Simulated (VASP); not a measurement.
Calculation: optB86b-vdW, VASP's PBE PAW potentials (set 64) (plane waves; VASP 6.6.1).

VASP ran on this input.

INCAR:
```
! general
SYSTEM   = Eu
PREC     = Accurate
ENCUT    = 520
LREAL    = .False.
LASPH    = .True.

! electronic loop
EDIFF    = 1E-7
NELM     = 100
ALGO     = Normal
LMAXMIX  = 6

! smearing
ISMEAR   = 1
SIGMA    = 0.1

! functional
GGA      = MK
LUSE_VDW = .True.
AGGAC    = 0.0
PARAM1   = 0.1234
PARAM2   = 1.0

! ions
ISIF     = 2

! output
LWAVE    = .False.
LCHARG   = .False.
```

**KPOINTS**
```
Automatic mesh
0
Gamma
12 12 12
0 0 0
```

POSCAR:
```
Eu
1
   -2.1138510914     2.1138510914     2.1138510914
    2.1138510914    -2.1138510914     2.1138510914
    2.1138510914     2.1138510914    -2.1138510914
Eu
1
Direct
  0.0000000000   0.0000000000   0.0000000000
```

POTCAR, in this order: Eu_2 (PBE.64 set). Program: vasp_std.

Output

File OSZICAR:
```
       N       E                     dE             d eps       ncg     rms          rms(c)
DAV:   1     0.125605354714E+02    0.12561E+02   -0.38654E+03  1176   0.837E+02
DAV:   2     0.733587705018E+00   -0.11827E+02   -0.11593E+02  1656   0.104E+02
DAV:   3     0.581167247967E+00   -0.15242E+00   -0.14915E+00  1472   0.917E+00
DAV:   4     0.579024419563E+00   -0.21428E-02   -0.21393E-02  1880   0.138E+00
DAV:   5     0.579020119164E+00   -0.43004E-05   -0.43005E-05  1560   0.538E-02    0.773E+00
DAV:   6     0.560843242418E+00   -0.18177E-01   -0.21138E-03  1824   0.482E-01    0.461E+00
DAV:   7     0.549594237015E+00   -0.11249E-01   -0.54525E-03  1856   0.723E-01    0.716E-02
DAV:   8     0.549489932815E+00   -0.10430E-03   -0.19966E-04  1792   0.111E-01    0.155E-02
DAV:   9     0.549473560481E+00   -0.16372E-04   -0.19012E-05  1472   0.314E-02    0.803E-03
DAV:  10     0.549472353860E+00   -0.12066E-05   -0.41034E-06  1848   0.148E-02    0.139E-03
DAV:  11     0.549472279517E+00   -0.74343E-07   -0.75068E-08  1264   0.251E-03
   1 F= 0.54947228E+00 E0= 0.54954081E+00  d E =-.205593E-03
```

### OUTCAR
```
------------------------ aborting loop because EDIFF is reached ----------------------------------------
  FORCE on cell =-STRESS in cart. coord.  units (eV):
  Direction    XX          YY          ZZ          XY          YZ          ZX
  --------------------------------------------------------------------------------------
  Total        0.2590084      0.2590084      0.2590084     -0.0000000     -0.0000000      0.0000000
  in kB       10.9835138     10.9835138     10.9835138     -0.0000000     -0.0000000      0.0000000
  external PRESSURE =      10.9835138 kB  Pullay stress =       0.0000000 kB
  volume of cell :       37.78
      direct lattice vectors                 reciprocal lattice vectors
    -2.113851091  2.113851091  2.113851091     0.000000000  0.236535110  0.236535110
     2.113851091 -2.113851091  2.113851091     0.236535110  0.000000000  0.236535110
     2.113851091  2.113851091 -2.113851091     0.236535110  0.236535110  0.000000000
 POSITION                                       TOTAL-FORCE (eV/Angst)
 -----------------------------------------------------------------------------------
      0.00000      0.00000      0.00000         0.000000      0.000000      0.000000
 -----------------------------------------------------------------------------------
    total drift:                                0.000000      0.000000      0.000000
  FREE ENERGIE OF THE ION-ELECTRON SYSTEM (eV)
  ---------------------------------------------------
  free  energy   TOTEN  =         0.5494722795 eV

  energy  without entropy=        0.5496778726  energy(sigma->0) =        0.54954081
```
(Selected blocks of OUTCAR.)

The 4f electrons are frozen in the core of the lanthanide potential, so 4f levels, which can set the real gap, and their magnetism are missing.

The compound is Eu in the bcc structure. This cell is one point of a volume scan, at 0.94 of the reference volume.
